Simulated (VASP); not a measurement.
A run of VASP 6.6.1:

Contents of INCAR:

```
AGGAC = 0.0 ; ALGO = VeryFast
BMIX = 0.5 ; EDIFF = 1E-6
ENCUT = 520 ; GGA = OR
ISIF = 2 ; ISMEAR = 0
LASPH = T ; LCHARG = F
LMAXMIX = 4 ; LREAL = F
LUSE_VDW = T ; LWAVE = F
NELM = 80 ; PREC = Accurate
SIGMA = 0.1
```

KPOINTS

```
k-points
0
Gamma
  9 9 3
```

File POSCAR:

```
AlW3C4
2.9674
    1.000012864326      0.000000000000      0.000000000000
    0.000000000000      1.040630341444      0.000000000000
    0.000000000000      0.000000000000      3.579371301813
W Al C
3 1 4
Direct
    0.0000000000      0.5000000000      0.5016550000
    0.0000000000      0.0000000000      0.2513470000
    0.0000000000      0.5000000000      0.0018810000
    0.0000000000      0.0000000000      0.7388960000
    0.5000000000      0.0000000000      0.9255220000
    0.5000000000      0.5000000000      0.6616870000
    0.5000000000      0.0000000000      0.4176690000
    0.5000000000      0.5000000000      0.1680440000
```

The input KPOINTS_OPT:

```
path GXSYGZURTZ,YT,UX,SR
20
line-mode
reciprocal
 0.0000000000  0.0000000000  0.0000000000  G
 0.5000000000  0.0000000000  0.0000000000  X

 0.5000000000  0.0000000000  0.0000000000  X
 0.5000000000  0.5000000000  0.0000000000  S

 0.5000000000  0.5000000000  0.0000000000  S
 0.0000000000  0.5000000000  0.0000000000  Y

 0.0000000000  0.5000000000  0.0000000000  Y
 0.0000000000  0.0000000000  0.0000000000  G

 0.0000000000  0.0000000000  0.0000000000  G
 0.0000000000  0.0000000000  0.5000000000  Z

 0.0000000000  0.0000000000  0.5000000000  Z
 0.5000000000  0.0000000000  0.5000000000  U

 0.5000000000  0.0000000000  0.5000000000  U
 0.5000000000  0.5000000000  0.5000000000  R

 0.5000000000  0.5000000000  0.5000000000  R
 0.0000000000  0.5000000000  0.5000000000  T

 0.0000000000  0.5000000000  0.5000000000  T
 0.0000000000  0.0000000000  0.5000000000  Z

 0.0000000000  0.5000000000  0.0000000000  Y
 0.0000000000  0.5000000000  0.5000000000  T

 0.5000000000  0.0000000000  0.5000000000  U
 0.5000000000  0.0000000000  0.0000000000  X

 0.5000000000  0.5000000000  0.0000000000  S
 0.5000000000  0.5000000000  0.5000000000  R
```

Potentials or basis: VASP PAW PBE potentials, release 64 (W_sv, Al, C).

The run is started by

```bash
$ cat potpaw_PBE.64/W_sv/POTCAR potpaw_PBE.64/Al/POTCAR potpaw_PBE.64/C/POTCAR > POTCAR
$ mpirun -np 1 vasp_std > vasp.out
```

Hardware: 1 thread of Intel(R) Xeon(R) Platinum 8259CL CPU @ 2.50GHz (Skylake/Cascade Lake) (shared host).

Task: Estimate the wall time of this run.

Result: Run time: 14 min on 1 thread of Intel(R) Xeon(R) Platinum 8259CL CPU @ 2.50GHz (Skylake/Cascade Lake), on a shared host, peak memory 0.56 GiB. Counts: scf iterations 76, k points 50.
